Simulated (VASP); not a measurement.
An input for Ansatz (written as the equivalent of a VASP run, and not itself run):

Ansatz 0.2 input:
```yaml
crystal:
  lattice:
    - [1.6762842, -5.0241069, 0.0000000]
    - [1.6762842, 5.0241069, 0.0000000]
    - [0.0000000, 0.0000000, 4.4896520]
  atoms:
    - { symbol: Se, position: [0.6027853, 0.3972147, 0.2500000] }
    - { symbol: Se, position: [0.3972147, 0.6027853, 0.7500000] }
    - { symbol: Zr, position: [0.8733484, 0.1266516, 0.2500000] }
    - { symbol: Zr, position: [0.1266516, 0.8733484, 0.7500000] }
kpoints:
  mp_grid: { grid: [9, 9, 6] }
hamiltonian:
  xc: pbesol
  pseudopotentials: { kind: paw }
scf:
  occupations: { method: methfessel_paxton, width: 0.1 }
  max_iter: 100
relax:
  max_steps: 60
  f_tol: 0.02
  cell: {}
output: { forces: true, stress: true, eigenvalues: true }
```

Translate this input to VASP (INCAR, KPOINTS, POSCAR, choice of POTCAR).

Several could match; the one computed here: 
### KPOINTS
```
kpoints
0
G
  9 9 6
```

POSCAR:
```
ZrSe
1.0
  1.6762841538  -5.0241069083   0.0000000000
  1.6762841538   5.0241069083   0.0000000000
  0.0000000000   0.0000000000   4.4896519649
Se Zr
2 2
Cartesian
  1.6762841538  -1.0328081782   1.1224129912
  1.6762841538   1.0328081782   3.3672389737
  1.6762841538  -3.7514843061   1.1224129912
  1.6762841538   3.7514843061   3.3672389737
```

### INCAR
```
SYSTEM  =  ZrSe
PREC  =  Accurate; ENCUT  =  400; LREAL  =  .FALSE.
LASPH  =  .TRUE.
EDIFF  =  1E-6; NELM  =  100; ALGO  =  Normal
LMAXMIX  =  4
ISMEAR  =  1; SIGMA  =  0.1
GGA  =  PS
IBRION  =  2; NSW  =  60; ISIF  =  3
EDIFFG  =  -0.02
LWAVE  =  .FALSE.; LCHARG  =  .FALSE.
```

POTCAR, in this order: Se Zr_sv (PBE.64 set). Program: vasp_std.

The two are equivalent in intent, not identical: each code has its own PAW files, so the cut-off isn't converted (ENCUT is set for VASP's; basis.ecutwfc is left out, and Ansatz then takes the one that its files recommend); Ansatz stops its SCF on the density residual and VASP on the energy change (EDIFF).

The structure was generated: ZrSe was put into the CrB type (Cmcm), which need not be its known phase. This run relaxes it. Symmetry was kept, so distortions that lower it aren't found. The start is the result of an earlier pass.
